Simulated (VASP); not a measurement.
Here is the system:

```
EuS
1.0
    0.00000     2.96675     2.96675
    2.96675     0.00000     2.96675
    2.96675     2.96675     0.00000
Eu S
1 1
Cartesian
  0.00000   0.00000   0.00000
  2.96675   2.96675   2.96675
```

The numbers are results of revPBE GGA, VASP's PBE PAW potentials (set 64) (plane waves; VASP), not measurements. Numerical set-up: 520 eV cut-off, Gaussian smearing of 0.050 eV, potentials Eu_2 S.

The 4f electrons are frozen in the core of the lanthanide potential, so 4f levels, which can set the real gap, and their magnetism are missing.

### Question
Give the energies of bands 5 to 10 at the high-symmetry points, in eV from the valence-band maximum.

### Answer

```tsv
band	Γ	X	U	L	W
5	0.00	-1.32	-1.48	-2.71	-1.47
6	0.00	-0.42	-1.24	-1.27	-1.10
7	0.00	-0.42	-0.86	-1.27	-1.10
8	3.91	2.18	3.57	5.72	4.78
9	4.17	6.27	6.73	6.41	4.78
10	4.17	6.36	7.22	7.00	6.71
```

The gap is indirect, 2.18 eV, from the valence maximum at Γ to the conduction minimum at X.

The compound is EuS in the rock salt structure. It was relaxed first.
